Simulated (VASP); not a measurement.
# Nb2SiO2 (I4/mmm) in VASP: relaxation of cell and atoms with PBE

Aim: the relaxation of cell and atoms of Nb2SiO2 with PBE.

All numbers are computed with VASP 6.6.1; they aren't measurements. Logs are shortened: lines on timing, memory, paths and dates and some standing lists are left out, and cuts for length are marked.

### Step 1. The structure

The structure is tetragonal, space group I4/mmm (No. 139). The conventional cell has a = 3.438 Å, b = 3.438 Å, c = 10.796 Å, α = 90.00°, β = 90.00°, γ = 90.00°. Nb (site symmetry 4mm) has 4 O at 2.13 Å as nearest neighbours. Si (site symmetry 4/mmm) has 8 Nb at 2.83 Å and 8 O at 3.20 Å as nearest neighbours. Around O (site symmetry -4m2) lie 4 Nb at 2.13 Å and 4 O at 2.43 Å.

The cell was built by a generator and needn't be a form met in nature.

### Step 2. Relaxation of cell and atoms, PBE

Contents of INCAR:

```
SYSTEM = Nb2SiO2
PREC = Accurate
ENCUT = 520
EDIFF = 1E-6
ISMEAR = 0
SIGMA = 0.1
LREAL = .False.
LASPH = .True.
NELM = 120
ALGO = Normal
ISIF = 3
LWAVE = .False.
LCHARG = .False.
GGA = PE
IBRION = 2
NSW = 90
EDIFFG = -0.01
KPAR = 4
```

Contents of KPOINTS:

```
regular mesh
0
Gamma
  12 12 12
  0 0 0
```

Contents of POSCAR:

```
Nb2SiO2
1.0
   -1.7190000000      1.7190000000      5.3980000000
    1.7190000000     -1.7190000000      5.3980000000
    1.7190000000      1.7190000000     -5.3980000000
Nb Si O
2 1 2
Direct
    0.3664320100      0.3664320100      0.0000000000
    0.6335679900      0.6335679900      0.0000000000
    0.0000000000      0.0000000000      0.0000000000
    0.7500000000      0.2500000000      0.5000000000
    0.2500000000      0.7500000000      0.5000000000
```

Potentials or basis: VASP PAW PBE potentials, release 64 (Nb_sv, Si, O).

Command:

```bash
$ cat potpaw_PBE.64/Nb_sv/POTCAR potpaw_PBE.64/Si/POTCAR potpaw_PBE.64/O/POTCAR > POTCAR
$ mpirun -np 4 vasp_std > vasp.out
```

OUTCAR:

```text
SYSTEM = Nb2SiO2
   PREC = Accurate
   ENCUT = 520
   EDIFF = 1E-6
   ISMEAR = 0
   LREAL = .False.
   LASPH = .True.
   NELM = 120
   ISIF = 3
   GGA = PE
   IBRION = 2
   NSW = 90
   EDIFFG = -0.01

 ion  position               nearest neighbor table
   1  0.366  0.366  0.000-   4 2.13   5 2.13   5 2.13   4 2.13   3 2.83   3 2.83   3 2.83   3 2.83
                             2 2.88
   2  0.634  0.634  0.000-   5 2.13   4 2.13   4 2.13   5 2.13   3 2.83   3 2.83   3 2.83   3 2.83
                             1 2.88
   3  0.000  0.000  0.000-   2 2.83   1 2.83   2 2.83   1 2.83   2 2.83   1 2.83   1 2.83   2 2.83

   4  0.750  0.250  0.500-   1 2.13   2 2.13   1 2.13   2 2.13
   5  0.250  0.750  0.500-   1 2.13   2 2.13   1 2.13   2 2.13

  LATTYP: Found a body centered tetragonal cell.
 ALAT       =     3.4380000000
 C/A-ratio  =     3.1401977894

  Lattice vectors:

 A1 = (  -1.7190000000,   1.7190000000,   5.3980000000)
 A2 = (   1.7190000000,  -1.7190000000,   5.3980000000)
 A3 = (   1.7190000000,   1.7190000000,  -5.3980000000)

Analysis of symmetry for initial positions (statically):
=====================================================================
 Subroutine PRICEL returns:
 Original cell was already a primitive cell.

 Routine SETGRP: Setting up the symmetry group for a
 body centered tetragonal supercell.

 Subroutine GETGRP returns: Found 16 space group operations
 (whereof 16 operations were pure point group operations)
 out of a pool of 16 trial point group operations.

The static configuration has the point symmetry D_4h.

Analysis of symmetry for dynamics (positions and initial velocities):
=====================================================================
 Subroutine PRICEL returns:
 Original cell was already a primitive cell.

 Routine SETGRP: Setting up the symmetry group for a
 body centered tetragonal supercell.

 Subroutine GETGRP returns: Found 16 space group operations
 (whereof 16 operations were pure point group operations)
 out of a pool of 16 trial point group operations.

The dynamic configuration has the point symmetry D_4h.

 Subroutine INISYM returns: Found 16 space group operations
 (whereof 16 operations are pure point group operations),
 and found     1 'primitive' translations

----------------------------------------------------------------------------------------

[... 102 lines left out ...]
   IBRION =      2    ionic relax: 0-MD 1-quasi-New 2-CG
   NFREE  =      1    steps in history (QN), initial steepest desc. (CG)
   ISIF   =      3    stress and relaxation
   ISYM   =      2    0-nonsym 1-usesym 2-fastsym
   POTIM  = 0.5000    time-step for ionic-motion
   TEBEG  =    0.0;   TEEND  =   0.0 temperature during run
   PSTRESS=    0.0 pullay stress
   NELECT =      42.0000    total number of electrons
   NUPDOWN=      -1.0000    fix difference up-down
   EMIN   =  10.00;   EMAX   =-10.00  energy-range for DOS
   EFERMI =   0.00;   METHOD = LEGACY
   ISMEAR =     0;   SIGMA  =   0.10  broadening in eV -4-tet -1-fermi 0-gaus
   EFERMI_NEDOS =   21; number of points for ismear=-14 and -15
   IALGO  =     38    algorithm
   IMIX   =      4    mixing-type and parameters
     AMIX     =   0.40;   BMIX     =  1.00
     AMIX_MAG =   1.60;   BMIX_MAG =  1.00
  volume/ion in A,a.u.               =      12.76        86.11
  Fermi-wavevector in a.u.,A,eV,Ry     =   1.424108  2.691175 27.593769  2.028085
  Thomas-Fermi vector in A             =   2.544635
   LORBIT       =      0    0 simple, 1 ext, 2 COOP (PROOUT), +10 PAW based schemes
   GGA     = PE    functional components
   LHFCALC =     F    Hartree Fock is set to
   AEXX    =    0.0000 exact exchange contribution
   IVDW    =     0    specifies the selected vdW correction
   LEPSILON=     F    determine dielectric tensor
   LRPA    =     F    only Hartree local field effects (RPA)
 conjugate gradient relaxation of ions
 non-spin polarized calculation
 Gauss-broadening in eV      SIGMA  =   0.10
  energy-cutoff  :      520.00
  volume of cell :       63.80
 maximum number of plane-waves:      1734
 NGX is ok and might be reduce to    48
   NGX = 23   NGY = 23   NGZ = 23

--------------------------------------- Ionic step        1  -------------------------------------------

 number of electron      41.9999998 magnetization

 Free energy of the ion-electron system (eV)
  ---------------------------------------------------
  ext. energy  EPLUGINS =         0.00000000
  ---------------------------------------------------
  free energy    TOTEN  =       -43.09361275 eV

  energy without entropy =      -43.08810626  energy(sigma->0) =      -43.09085950

------------------------ aborting loop because EDIFF is reached ----------------------------------------

  FORCE on cell =-STRESS in cart. coord.  units (eV):
  Direction    XX          YY          ZZ          XY          YZ          ZX
  --------------------------------------------------------------------------------------
  -------------------------------------------------------------------------------------
  Total        0.3730927      0.3730927     -0.5431199      0.0000000     -0.0000000     -0.0000000
  in kB        9.3687727      9.3687727    -13.6383455      0.0000000     -0.0000000     -0.0000000
  external PRESSURE =       1.6997333 kB  Pullay stress =       0.0000000 kB
[... 65 lines left out ...]
--------------------------------------- Ionic step        3  -------------------------------------------

 number of electron      41.9999999 magnetization

 Free energy of the ion-electron system (eV)
  ---------------------------------------------------
  ext. energy  EPLUGINS =         0.00000000
  ---------------------------------------------------
  free energy    TOTEN  =       -43.09659214 eV

  energy without entropy =      -43.09125482  energy(sigma->0) =      -43.09392348

 E-fermi :  10.4437     XC(G=0): -12.1092

 val. band max:       10.4218368122   @ k =  -0.0833   0.5000   0.0833
 cond. band min:      10.4482731939   @ k =   0.5000   0.5000   0.4167
 fundamental gap:      0.0264363817
 Fermi energy:        10.4436840415

 k-point     1 :       0.0000    0.0000    0.0000
  band No.  band energies     occupation
      1     -45.5427      2.00000
      2     -45.4690      2.00000
      3     -21.8326      2.00000
      4     -21.5959      2.00000
      5     -21.5959      2.00000
      6     -21.5697      2.00000
[... 661 lines left out ...]
     24      12.1606      0.00000
     25      12.7545      0.00000

 [... further k-points ...]
[... 5 lines left out ...]
  --------------------------------------------------------------------------------------
  -------------------------------------------------------------------------------------
  Total       -0.0230514     -0.0230514     -0.0335061      0.0000000     -0.0000000      0.0000000
  in kB       -0.5776737     -0.5776737     -0.8396731      0.0000000     -0.0000000      0.0000000
  external PRESSURE =      -0.6650068 kB  Pullay stress =       0.0000000 kB
[... 20 lines left out ...]
  FREE ENERGIE OF THE ION-ELECTRON SYSTEM (eV)
  ---------------------------------------------------
  free  energy   TOTEN  =       -43.0965921404 eV

  energy  without entropy=      -43.0912548180  energy(sigma->0) =      -43.09392348

 reached required accuracy - stopping structural energy minimisation
```

OSZICAR:

```text
N       E                     dE             d eps       ncg     rms          rms(c)
DAV:   1     0.466253154223E+03    0.46625E+03   -0.23606E+04  8166   0.170E+03
DAV:   2    -0.477800394688E+01   -0.47103E+03   -0.46533E+03  9834   0.635E+02
DAV:   3    -0.474674238756E+02   -0.42689E+02   -0.42191E+02 14028   0.151E+02
[... 23 lines left out ...]
       N       E                     dE             d eps       ncg     rms          rms(c)
DAV:   1    -0.430966100779E+02   -0.24823E-04   -0.18777E-03  9040   0.404E-01    0.309E-02
DAV:   2    -0.430965986828E+02    0.11395E-04   -0.97487E-05 11046   0.858E-02    0.173E-02
DAV:   3    -0.430965924234E+02    0.62594E-05   -0.22875E-05 12692   0.392E-02    0.364E-03
DAV:   4    -0.430965921404E+02    0.28300E-06   -0.14776E-06  7245   0.980E-03
   3 F= -.43096592E+02 E0= -.43093923E+02  d E =-.297939E-02
```

CONTCAR:

```text
Nb2SiO2
   1.00000000000000
    -1.7254920176945436    1.7254920176945436    5.3683232947632105
     1.7254920176945436   -1.7254920176945436    5.3683232947632105
     1.7254920176945436    1.7254920176945436   -5.3683232947632105
  Nb              Si              O
     2     1     2
Direct
     0.3662694905015452    0.3662694905015452    0.0000000000000000
     0.6337305094984548    0.6337305094984548    0.0000000000000000
     0.0000000000000000    0.0000000000000000    0.0000000000000000
     0.7500000000000000    0.2500000000000000    0.5000000000000000
     0.2500000000000000    0.7500000000000000    0.5000000000000000

  0.00000000E+00  0.00000000E+00  0.00000000E+00
  0.00000000E+00  0.00000000E+00  0.00000000E+00
  0.00000000E+00  0.00000000E+00  0.00000000E+00
  0.00000000E+00  0.00000000E+00  0.00000000E+00
  0.00000000E+00  0.00000000E+00  0.00000000E+00
```

It took 2.7 min on 4 MPI ranks of Intel Xeon Platinum 8559C (Emerald Rapids), shared host; peak memory 0.52 GiB.

Results:

```yaml
Free_energy: -43.0966 eV
Relaxed_volume: 12.79 Å³/atom
Relaxed_cell: a = 5.897 Å, b = 5.897 Å, c = 5.897 Å, α = 145.97°, β = 145.97°, γ = 48.89°
Space_group_after_relaxing_to_0.05_Å: I4/mmm (No. 139)
Energy_gained_by_relaxing: 0.6 meV/atom
Ionic_steps: 3
Pressure_after_relaxing: -0.1 GPa
Band_gap_on_the_k_mesh: none (metal or under the smearing width)
```

Forces on the atoms (eV/Å):
```
Nb   0.000  0.000 -0.003
Nb   0.000  0.000  0.003
Si   0.000  0.000  0.000
O    0.000  0.000  0.000
O    0.000  0.000  0.000
```

The path:
```tsv
step	energy change (eV)	largest force (eV/Å)	pressure (GPa)	volume (Å³)
1	0.0000	0.0347	0.17	63.80
2	-0.0030	0.0027	-0.05	63.93
3	-0.0030	0.0025	-0.07	63.93
```

Final structure:
```cif
data_structure
_symmetry_space_group_name_H-M 'P 1'
_symmetry_Int_Tables_number 1
_cell_length_a 5.8969
_cell_length_b 5.8969
_cell_length_c 5.8969
_cell_angle_alpha 145.971
_cell_angle_beta 145.971
_cell_angle_gamma 48.889
_cell_volume 63.93
loop_
_atom_site_label
_atom_site_type_symbol
_atom_site_fract_x
_atom_site_fract_y
_atom_site_fract_z
_atom_site_occupancy
Nb1 Nb 0.36627 0.36627 0.00000 1
Nb2 Nb 0.63373 0.63373 0.00000 1
Si1 Si 0.00000 0.00000 0.00000 1
O1 O 0.75000 0.25000 0.50000 1
O2 O 0.25000 0.75000 0.50000 1
```
